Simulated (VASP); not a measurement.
An input for Ansatz (written as the equivalent of a VASP run, and not itself run):

Ansatz 0.2 input:
```yaml
crystal:
  lattice:
    - [2.9478000, 0.0000000, 0.0000000]
    - [0.0000000, 2.9478000, 0.0000000]
    - [0.0000000, 0.0000000, 2.9478000]
  atoms:
    - { symbol: Al, position: [0.5000000, 0.5000000, 0.5000000] }
    - { symbol: Ni, position: [0.0000000, 0.0000000, 0.0000000] }
kpoints:
  mp_grid: { grid: [11, 11, 11] }
hamiltonian:
  xc: pbe
  pseudopotentials: { kind: paw }
  hubbard:
    sites:
      - { species: Ni, l: d, u_eff: 5 }
scf:
  occupations: { method: methfessel_paxton, width: 0.1 }
  max_iter: 100
output: { forces: true, stress: true, eigenvalues: true }
```

Q: Write the VASP files for the same calculation (PBE+U).

A: Several could match; the one computed here: 
### INCAR
```
ALGO = Normal
EDIFF = 1E-6
ENCUT = 400
GGA = PE
ISIF = 2
ISMEAR = 1
LASPH = .TRUE.
LCHARG = .FALSE.
LDAU = .TRUE.
LDAUJ = 0 0
LDAUL = -1 2
LDAUPRINT = 1
LDAUTYPE = 2
LDAUU = 0 5.0
LMAXMIX = 4
LORBIT = 10
LREAL = .FALSE.
LWAVE = .FALSE.
NELM = 100
PREC = Accurate
SIGMA = 0.1
SYSTEM = NiAl
```

### POSCAR
```
NiAl
1
    2.9478000000     0.0000000000     0.0000000000
    0.0000000000     2.9478000000     0.0000000000
    0.0000000000     0.0000000000     2.9478000000
Al Ni
1 1
Direct
  0.5000000000   0.5000000000   0.5000000000
  0.0000000000   0.0000000000   0.0000000000
```

File KPOINTS:
```
Automatic mesh
0
Gamma
11 11 11
0 0 0
```

POTCAR, in this order: Al Ni (PBE.64 set). Program: vasp_std.

What does not carry over: each code has its own PAW files, so the cut-off isn't converted (ENCUT is set for VASP's; basis.ecutwfc is left out, and Ansatz then takes the one that its files recommend); Ansatz stops its SCF on the density residual and VASP on the energy change (EDIFF); the +U projectors differ, so the same U acts differently.

The compound is NiAl in the CsCl type structure. The cell was not relaxed at this level. The run is one of a series of settings (LDAU = .TRUE., LDAUJ = 0 0, LDAUL = -1 2, LDAUTYPE = 2, LDAUU = 0 5.0 against the base run), some of them coarse on purpose.
